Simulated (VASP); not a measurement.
# Be(0001), as cut: electronic structure

How does Be(0001) behave as a surface?

Calculated with VASP 6.6.1; LDA; plane waves and PAW (Be).

### Step 1. Starting point

The cell holds 7 atoms: 7 Be. Cell: a = 2.290 Å, b = 2.290 Å, c = 28.765 Å, α = 90.0°, β = 90.0°, γ = 60.0°. Vacuum lies along c.

Structure file:

```
Be
1.0
     2.29000    0.00000    0.00000
     1.14500    1.98320    0.00000
     0.00000    0.00000   28.76529
Be
7
Cartesian
  0.0000 0.0000 9.0000
  2.2900 1.3221 10.7942
  0.0000 0.0000 12.5884
  2.2900 1.3221 14.3826
  0.0000 0.0000 16.1769
  2.2900 1.3221 17.9711
  0.0000 0.0000 19.7653
```

### Step 2. Vacuum level and density of states

A static run writes the electrostatic potential without exchange and correlation (LVHAR), which is flat in the vacuum and gives the level to count from. The dipole correction cancels the field that unlike faces would set up across the vacuum.

INCAR reads:

```
SYSTEM = Be
PREC = Normal
ENCUT = 300
EDIFF = 1E-06
NELM = 120
ISMEAR = -1
SIGMA = 0.1
LREAL = .FALSE.
ALGO = Fast
GGA = CA
NBANDS = 25
LORBIT = 11
LWAVE = .FALSE.
LCHARG = .TRUE.
IDIPOL = 3
LDIPOL = .TRUE.
DIPOL = 0.5 0.5 0.5
LVHAR = .TRUE.
LVACPOTAV = .TRUE.
LELF = .TRUE.
NEDOS = 1500
```

POSCAR reads:

```
Be
1.0
    2.2900000000      0.0000000000      0.0000000000
    1.1450000000      1.9831981747      0.0000000000
    0.0000000000      0.0000000000     28.7652900000
Be
7
Direct
    0.0000000000      0.0000000000      0.3128770821
    0.6666666667      0.6666666667      0.3752513880
    0.0000000000      0.0000000000      0.4376256940
    0.6666666667      0.6666666667      0.5000000000
    0.0000000000      0.0000000000      0.5623743060
    0.6666666667      0.6666666667      0.6247486120
    0.0000000000      0.0000000000      0.6871229179
```

KPOINTS reads:

```
Automatic mesh
0
Gamma
21 21 1
0 0 0
```

PAW data sets: Be (LDA family, release 64).

Run with:

```sh
> mpirun -np 2 vasp_std
```

Log:

```text
[banner, memory and clock lines left out]
running    2 mpi-ranks, on    1 nodes
 distrk:  each k-point on    2 cores,    1 groups
 distr:  one band on    1 cores,    2 groups

 POSCAR found type information on POSCAR Be
 POSCAR found :  1 types and       7 ions
 LDA part: xc-table for (Slater(with rela. corr.)+CA(PZ))
 , standard interpolation
|                                                                             |
|           W    W    AA    RRRRR   N    N  II  N    N   GGGG   !!!           |
|           W    W   A  A   R    R  NN   N  II  NN   N  G    G  !!!           |
|           W    W  A    A  R    R  N N  N  II  N N  N  G       !!!           |
|           W WW W  AAAAAA  RRRRR   N  N N  II  N  N N  G  GGG   !            |
|           WW  WW  A    A  R   R   N   NN  II  N   NN  G    G                |
|           W    W  A    A  R    R  N    N  II  N    N   GGGG   !!!           |
|                                                                             |
|     The number of bands has been changed from the values supplied in        |
|     The orbitals not found in the WAVECAR file will be initialized with     |
|     random numbers, which is usually adequate. For correlated               |
|     calculations, however, you should redo the groundstate calculation.     |
|     I found NBANDS = 25. Now, NBANDS = 26.                                  |
|                                                                             |

 POSCAR, INCAR and KPOINTS ok, starting setup
 FFT: planning ... GRIDC
 FFT: planning ... GRID_SOFT
 FFT: planning ... GRID
 WAVECAR not read
 entering main loop
       N       E                     dE             d eps       ncg     rms          rms(c)
DAV:   1     0.744829594153E+01    0.74483E+01   -0.35068E+03  2504   0.265E+02
DAV:   2    -0.278796541895E+02   -0.35328E+02   -0.33084E+02  3284   0.747E+01
DAV:   3    -0.290478898797E+02   -0.11682E+01   -0.11438E+01  3300   0.110E+01
DAV:   4    -0.290633485551E+02   -0.15459E-01   -0.15446E-01  3456   0.133E+00
DAV:   5    -0.290637185747E+02   -0.37002E-03   -0.36998E-03  3406   0.185E-01    0.274E+00
RMM:   6    -0.284795260930E+02    0.58419E+00   -0.87471E-02  3080   0.769E-01    0.169E+00
RMM:   7    -0.283046199132E+02    0.17491E+00   -0.28413E-02  3054   0.417E-01    0.998E-01
RMM:   8    -0.282137251595E+02    0.90895E-01   -0.32105E-02  3242   0.438E-01    0.311E-01
RMM:   9    -0.282042102090E+02    0.95150E-02   -0.54687E-03  3351   0.190E-01    0.125E-01
RMM:  10    -0.282016591747E+02    0.25510E-02   -0.89433E-04  3392   0.804E-02    0.630E-02
RMM:  11    -0.282009979718E+02    0.66120E-03   -0.54484E-04  3356   0.514E-02    0.302E-02
RMM:  12    -0.282016992170E+02   -0.70125E-03   -0.32693E-04  3391   0.341E-02    0.141E-02
RMM:  13    -0.282019697881E+02   -0.27057E-03   -0.51966E-05  3379   0.146E-02    0.959E-03
RMM:  14    -0.282023474360E+02   -0.37765E-03   -0.26844E-05  3429   0.921E-03    0.373E-03
RMM:  15    -0.282024557509E+02   -0.10831E-03   -0.95297E-06  3299   0.495E-03    0.200E-03
RMM:  16    -0.282024845721E+02   -0.28821E-04   -0.21195E-06  3145   0.249E-03    0.905E-04
RMM:  17    -0.282025166604E+02   -0.32088E-04   -0.13501E-06  3067   0.176E-03    0.665E-04
RMM:  18    -0.282025265104E+02   -0.98500E-05   -0.27212E-07  2975   0.964E-04    0.487E-04
RMM:  19    -0.282025356064E+02   -0.90960E-05   -0.11882E-07  2822   0.781E-04    0.165E-04
RMM:  20    -0.282025370339E+02   -0.14275E-05   -0.27766E-08  2555   0.616E-04    0.968E-05
RMM:  21    -0.282025374509E+02   -0.41703E-06   -0.72689E-09  2364   0.470E-04
|                                                                             |
|           W    W    AA    RRRRR   N    N  II  N    N   GGGG   !!!           |
|           W    W   A  A   R    R  NN   N  II  NN   N  G    G  !!!           |
|           W    W  A    A  R    R  N N  N  II  N N  N  G       !!!           |
|           W WW W  AAAAAA  RRRRR   N  N N  II  N  N N  G  GGG   !            |
|           WW  WW  A    A  R   R   N   NN  II  N   NN  G    G                |
|           W    W  A    A  R    R  N    N  II  N    N   GGGG   !!!           |
|                                                                             |
|     Did not find any points to average over, which means that no vacuum     |
|     field-free region was found. Please increase the size of  your cell     |
|     in the dimension of the dipole correction to obtain accurate            |
|     workfunction values.                                                    |
|                                                                             |

   1 F= -.28202537E+02 E0= -.28180952E+02  d E =-.431706E-01
```

Run time: 23 s. Hardware: 2 MPI ranks of Intel Xeon 6975P-C (Granite Rapids), shared host; peak memory 0.25 GiB.

Lines that name or quote the potential files are left out of all logs, and their timing lines are given in words.

Parts of OUTCAR (step 2):

```text
ion  position               nearest neighbor table
   1  0.000  0.000  0.313-   2 2.23   2 2.23   2 2.23
   2  0.667  0.667  0.375-   1 2.23   1 2.23   1 2.23   3 2.23   3 2.23   3 2.23
   3  0.000  0.000  0.438-   2 2.23   4 2.23   2 2.23   4 2.23   2 2.23   4 2.23
   4  0.667  0.667  0.500-   3 2.23   5 2.23   3 2.23   5 2.23   3 2.23   5 2.23
   5  0.000  0.000  0.562-   6 2.23   4 2.23   6 2.23   4 2.23   6 2.23   4 2.23
   6  0.667  0.667  0.625-   7 2.23   7 2.23   7 2.23   5 2.23   5 2.23   5 2.23
   7  0.000  0.000  0.687-   6 2.23   6 2.23   6 2.23

  LATTYP: Found a hexagonal cell.
 ALAT       =     2.2900000000
 C/A-ratio  =    12.5612620086

 Subroutine GETGRP returns: Found 12 space group operations
 (whereof 12 operations were pure point group operations)

The static configuration has the point symmetry D_3h.

 Found     48 irreducible k-points:

   k-points           NKPTS =     48   k-points in BZ     NKDIM =     48   number of bands    NBANDS=     26

   dimension x,y,z NGX =    10 NGY =   10 NGZ =  126
   dimension x,y,z NGXF=    20 NGYF=   20 NGZF=  252

   ENCUT  =  300.0 eV  22.05 Ry    4.70 a.u.   3.23  3.23 40.62*2*pi/ulx,y,z

   NELECT =      14.0000    total number of electrons

 k-points in reciprocal lattice and weights: Automatic mesh
   0.00000000  0.00000000  0.00000000       0.002
   0.04761905 -0.00000000  0.00000000       0.014
   0.09523810  0.00000000  0.00000000       0.014
   0.14285714 -0.00000000  0.00000000       0.014
   0.19047619  0.00000000  0.00000000       0.014
   0.23809524 -0.00000000  0.00000000       0.014
   0.28571429 -0.00000000  0.00000000       0.014
   0.33333333 -0.00000000  0.00000000       0.014
   0.38095238  0.00000000  0.00000000       0.014
[...]
-0.38095238  0.28571429  0.00000000       0.027
  -0.33333333  0.33333333  0.00000000       0.005

 dipolmoment           0.000000      0.000000     -0.000000 electrons x Angstroem

 average (electrostatic) potential at core
       1 -36.6429       2 -36.8827       3 -37.1560       4 -37.2430       5 -37.1560
       6 -36.8827       7 -36.6429

 E-fermi :  -0.4052

 k-point     1 :       0.0000    0.0000    0.0000
  band No.  band energies     occupation
    ...
      4      -8.4170      2.00000
      5      -7.0719      2.00000
      6      -5.5903      2.00000
      7      -3.0280      2.00000
      8      -2.7428      2.00000
      9       2.2607      0.00000
     10       3.8939      0.00000
     11       4.5838      0.00000
     12       5.4288      0.00000
     13       5.4438      0.00000
    ...

 k-point     2 :       0.0476   -0.0000    0.0000
  band No.  band energies     occupation
    ...
      4      -8.3520      2.00000
      5      -7.0051      2.00000
      6      -5.5186      2.00000
      7      -2.9581      2.00000
      8      -2.6656      2.00000
      9       2.2914      0.00000
     10       3.9523      0.00000
     11       4.6616      0.00000
     12       5.5112      0.00000
     13       5.5115      0.00000
    ...

 k-point     3 :       0.0952    0.0000    0.0000
  band No.  band energies     occupation
    ...
      4      -8.1575      2.00000
      5      -6.8053      2.00000
      6      -5.3045      2.00000
      7      -2.7499      2.00000
      8      -2.4343      2.00000
      9       2.3810      0.00000
     10       4.1217      0.00000
     11       4.8937      0.00000
     12       5.7146      0.00000
     13       5.7577      0.00000
    ...

  Total       -4.6761331     -4.6761331     -1.2125331      0.0000000      0.0000000      0.0000000
  in kB      -57.3491645    -57.3491645    -14.8707832      0.0000000      0.0000000      0.0000000
  external PRESSURE =     -43.1897040 kB  Pullay stress =       0.0000000 kB

  energy-cutoff  :      300.00
  volume of cell :      130.64
      direct lattice vectors                 reciprocal lattice vectors
     2.290000000  0.000000000  0.000000000     0.436681223 -0.252118021  0.000000000
     1.145000000  1.983198175  0.000000000     0.000000000  0.504236043  0.000000000
     0.000000000  0.000000000 28.765290000     0.000000000  0.000000000  0.034764120

 POSITION                                       TOTAL-FORCE (eV/Angst)
 -----------------------------------------------------------------------------------
      0.00000      0.00000      9.00000        -0.000000      0.000000      0.055776
      2.29000      1.32213     10.79421        -0.000000     -0.000000      0.082209
      0.00000      0.00000     12.58843         0.000000     -0.000000      0.004308
      2.29000      1.32213     14.38265         0.000000      0.000000     -0.000000
      0.00000      0.00000     16.17686         0.000000     -0.000000     -0.004308
      2.29000      1.32213     17.97108        -0.000000     -0.000000     -0.082209
      0.00000      0.00000     19.76529         0.000000      0.000000     -0.055776
 -----------------------------------------------------------------------------------
    total drift:                                0.000000      0.000000      0.000000

  FREE ENERGIE OF THE ION-ELECTRON SYSTEM (eV)
  ---------------------------------------------------
  free  energy   TOTEN  =       -28.2025374509 eV

  energy  without entropy=      -28.1593668708  energy(sigma->0) =      -28.18095216

 vacuum level on the upper side and lower side of the slab         5.109         5.109

 total charge
# of ion       s       p       d       tot
------------------------------------------
    1        0.396   0.635   0.000   1.031
    2        0.408   0.732   0.000   1.140
    3        0.402   0.740   0.000   1.142
    4        0.400   0.742   0.000   1.142
    5        0.402   0.740   0.000   1.142
    6        0.408   0.732   0.000   1.140
    7        0.396   0.635   0.000   1.031
--------------------------------------------------
tot          2.812   4.958   0.000   7.770

[... 3 further parts left out ...]
```

Numbers from this step:

```yaml
electronic_cycles: 21
electrons: 14
free_energy_toten: -28.20 eV
energy_at_zero_smearing: -28.18 eV
fermi_energy: -0.4052 eV
labelled_metallic_from_the_levels_on_this_mesh: yes
dos_at_the_fermi_level: 1.328 states/eV/cell
dipole_moment: 0, 0, 0 e·Å
vacuum_levels: 5.109, 5.109 eV
work_functions_of_the_upper_and_lower_face: 5.514, 5.514 eV
```

The density of states has structure finer than the step of the table below, so its rows give means over 0.5 eV, whole bins alone (the curve runs from -11.9 to 7.92 eV). Peaks (eV: height): total -3.29: 1.92, -2.48: 2.19, -1.27: 2.21, 2.27: 2.64, 3.08: 3.19, 4.53: 2.64, 5.90: 2.80; Be s -7.48: 0.425, -6.68: 0.439, -4.90: 0.377, 2.27: 0.507, 3.00: 0.460, 4.45: 0.374, 7.11: 0.446; Be p -2.48: 0.984, -1.27: 1.01, 2.27: 0.910, 3.08: 1.20, 4.53: 0.939, 5.82: 1.03, 7.51: 1.13.

Means over bins of 0.081 eV. Table of density of states by energy, zero at the Fermi level; means over each step; values in states/eV/cell:

| energy (eV) | total | Be s | Be p |
| --- | --- | --- | --- |
| -11.5 | 2.9e-5 | 1.2e-5 | 0 |
| -11.0 | 0.00859 | 0.00469 | 6.4e-5 |
| -10.5 | 0.159 | 0.0866 | 0.00421 |
| -10.0 | 0.352 | 0.182 | 0.0181 |
| -9.5 | 0.520 | 0.255 | 0.0406 |
| -9.0 | 0.681 | 0.313 | 0.0734 |
| -8.5 | 0.765 | 0.330 | 0.103 |
| -8.0 | 0.914 | 0.366 | 0.150 |
| -7.5 | 1.07 | 0.396 | 0.207 |
| -7.0 | 1.01 | 0.344 | 0.224 |
| -6.5 | 1.25 | 0.391 | 0.311 |
| -6.0 | 1.34 | 0.380 | 0.373 |
| -5.5 | 1.32 | 0.333 | 0.406 |
| -5.0 | 1.63 | 0.354 | 0.556 |
| -4.5 | 1.64 | 0.295 | 0.618 |
| -4.0 | 1.75 | 0.271 | 0.708 |
| -3.5 | 1.63 | 0.210 | 0.705 |
| -3.0 | 1.59 | 0.173 | 0.723 |
| -2.5 | 1.97 | 0.209 | 0.884 |
| -2.0 | 1.92 | 0.195 | 0.843 |
| -1.5 | 2.15 | 0.196 | 0.976 |
| -1.0 | 1.91 | 0.161 | 0.876 |
| -0.5 | 1.55 | 0.116 | 0.714 |
| 0.0 | 1.33 | 0.0795 | 0.632 |
| 0.5 | 0.989 | 0.0439 | 0.487 |
| 1.0 | 0.512 | 0.0162 | 0.255 |
| 1.5 | 0.699 | 0.0231 | 0.348 |
| 2.0 | 1.59 | 0.229 | 0.627 |
| 2.5 | 1.93 | 0.364 | 0.659 |
| 3.0 | 2.83 | 0.418 | 1.05 |
| 3.5 | 2.33 | 0.285 | 0.928 |
| 4.0 | 1.49 | 0.244 | 0.511 |
| 4.5 | 2.36 | 0.341 | 0.819 |
| 5.0 | 2.26 | 0.276 | 0.762 |
| 5.5 | 2.64 | 0.257 | 1.00 |
| 6.0 | 2.53 | 0.255 | 0.876 |
| 6.5 | 2.42 | 0.308 | 0.740 |
| 7.0 | 3.11 | 0.415 | 1.04 |
| 7.5 | 3.31 | 0.355 | 1.10 |

The planar average of the electrostatic potential oscillates, so the rows of the table below give means over windows of 1.83 Å about each position, cut where the curve ends. Its maxima inside the range that stand out by 2 % of the span (Å: eV): 9.9: -0.978, 11.6: -1.29, 13.5: -1.42, 15.3: -1.42, 17.1: -1.29, 18.8: -0.978. Its minima: 9.1: -9.74, 11.0: -10.1, 12.7: -10.5, 14.5: -10.6, 16.1: -10.5, 17.8: -10.1, 19.6: -9.74.

Zero at the Fermi level. Planar average of the electrostatic potential against height; means over each step:

| height (Å) | planar average of the electrostatic potential (eV) |
| --- | --- |
| 0.92 | 5.52 |
| 2.75 | 5.52 |
| 4.58 | 5.51 |
| 6.41 | 5.41 |
| 8.23 | -1.66 |
| 10.07 | -5.91 |
| 11.89 | -6.25 |
| 13.73 | -6.40 |
| 15.55 | -6.37 |
| 17.38 | -6.14 |
| 19.21 | -5.76 |
| 21.05 | 2.43 |
| 22.88 | 5.49 |
| 24.70 | 5.52 |
| 26.54 | 5.52 |
| 28.37 | 5.52 |

Density of states in the PAW spheres, an atom over height of the layer and energy from the Fermi level.

Ten even steps from '_' (0.054 states/eV) to '@' (0.243 states/eV), each cell a mean:
```
..............
==::..__..::==
**==..__..==**
**--::..::--**
@@++--::--++@@
@@++--::--++@@
##==========##
++==++**++==++
----++++++----
--==========--
--====++====--
::==++==++==::
--==++++++==--
::--++++++--::
::==========::
..::------::..
..----------..
..::::::::::..
..::------::..
__..........__
__::::::::::__
__..........__
```
Columns: height of the layer (Å) from 9 to 19.8; rows upwards: energy from the Fermi level (eV) from -7.9 to 0.5.

Force by atom:

| atom | x (eV/Å) | y (eV/Å) | z (eV/Å) | size |
| --- | --- | --- | --- | --- |
| Be1 | 0.0000 | 0.0000 | 0.0558 | 0.0558 |
| Be2 | 0.0000 | 0.0000 | 0.0822 | 0.0822 |
| Be3 | 0.0000 | 0.0000 | 0.0043 | 0.0043 |
| Be4 | 0.0000 | 0.0000 | 0.0000 | 0.0000 |
| Be5 | 0.0000 | 0.0000 | -0.0043 | 0.0043 |
| Be6 | 0.0000 | 0.0000 | -0.0822 | 0.0822 |
| Be7 | 0.0000 | 0.0000 | -0.0558 | 0.0558 |

ELF in the ca plane at fractional y = 0.000, with atoms of Be within 0.2 Å of it. It is the smooth field of the valence electrons, not physical close to the nuclei.

Ten even steps from '0' (0.00) to '9' (0.78), each cell a mean:
```
00268999840037999973004899986200244210000000
22368888852147888875225888886422454210000000
76677767765567766776556777777667775310000000
98776545777777644677777754567789986310000000
99876435677777533577777653467899986310000000
98776545777777644677777754567789986310000000
76677767765567766776556777777667775310000200
22368888852147888875225888886422454310000000
00268999840037999973004899986200243210000000
00158999840027999972003899986100133210000000
```
Columns run along c (16.0 Å, from fractional 0.30 to 0.86 of the cell), rows up along a (2.3 Å). Atoms in or near the plane, at fractional coordinates: Be at (0.31, 0.00), Be at (0.44, 0.00), Be at (0.56, 0.00), Be at (0.69, 0.00).

Valence density in the ca plane at fractional y = 0.000, with atoms of Be within 0.2 Å of it. It is the smooth field of the valence electrons, not physical close to the nuclei.

Values in e/Å³, 5 rows by 16 columns, each cell a mean:
```
0.18 0.25 0.28 0.25 0.22 0.27 0.27 0.20 0.26 0.28 0.24 0.17 0.07 0.01 0.00 0.00
0.25 0.25 0.26 0.25 0.25 0.25 0.25 0.25 0.25 0.26 0.25 0.23 0.07 0.01 0.00 0.00
0.25 0.24 0.24 0.24 0.25 0.24 0.24 0.25 0.24 0.25 0.25 0.23 0.07 0.01 0.00 0.00
0.23 0.25 0.27 0.25 0.25 0.26 0.26 0.24 0.26 0.27 0.25 0.22 0.07 0.01 0.00 0.00
0.13 0.25 0.28 0.24 0.19 0.27 0.27 0.17 0.26 0.28 0.24 0.12 0.07 0.01 0.00 0.00
```
Columns run along c (16.0 Å, from fractional 0.30 to 0.86 of the cell), rows up along a (2.3 Å). Atoms in or near the plane, at fractional coordinates: Be at (0.31, 0.00), Be at (0.44, 0.00), Be at (0.56, 0.00), Be at (0.69, 0.00).

Electrostatic potential energy in the ca plane at fractional y = 0.000, with atoms of Be within 0.2 Å of it. With pseudopotentials it is smooth inside the atoms' cores, unlike the true potential.

Ten even steps from '0' (-33 eV) to '9' (5 eV), each cell a mean:
```
02068888850116888874011788887301279999999999
31478778862147877886215787788621589999999999
77788767887778766787777876678877899999999999
88887656888888765788888875578888899999999999
77887667887778766788778876678877899999999999
54678777875367877787446887778744789999999999
00168888850027888874002788887400379999999999
06058888741606888873250788887234179999999999
```
Columns run along c (16.0 Å, from fractional 0.30 to 0.86 of the cell; values clipped at the 3rd and 97th percentile), rows up along a (2.3 Å). Atoms in or near the plane, at fractional coordinates: Be at (0.31, 0.00), Be at (0.44, 0.00), Be at (0.56, 0.00), Be at (0.69, 0.00).

Only the dipole across the slab is computed (IDIPOL = 3); zeros along the plane are no results.

The map of layer states is cut here 0.5 eV above the Fermi level, so it leaves out the states above that.

The vacuum level lies 5.51 eV above the Fermi level at the upper face; both faces agree, as the slab has next to no dipole.

The program found no field-free point at its default tolerance, but its printed level agrees with the flat part of the planar average.

On this mesh the fine structure of the density of states is sampling noise, and high empty states may be cut by the number of bands.

### Step 3. Putting the energies together

This step: slab, LDA; plane waves and PAW (VASP 6.6.1).

Derived from the runs above.

### Step 4. What came out

```json
{
  "work function of the slab": "5.51 eV"
}
```

**Reading.** The work function is 5.51 eV at both faces. No atom was relaxed. The cell in the plane was kept as given and was not relaxed here.

[Lines on the potential files, build, host, timing and source positions are cut from VASP's logs without a mark.]

[Logs are printed without paths, hosts, clocks, repeated set-up lines and the standing remarks that a program may print on its own settings, such as how far it seeks lower states.]

[Hosts, paths, dates, database ids (printed as entryN), source tags and the programs' standing remarks are cut or masked in the printed files.]

[In band tables of VASP the shares of atoms and orbitals are scaled to a sum of 1 inside the atoms' spheres.]

[Runs that stopped without an error message from VASP are left out.]
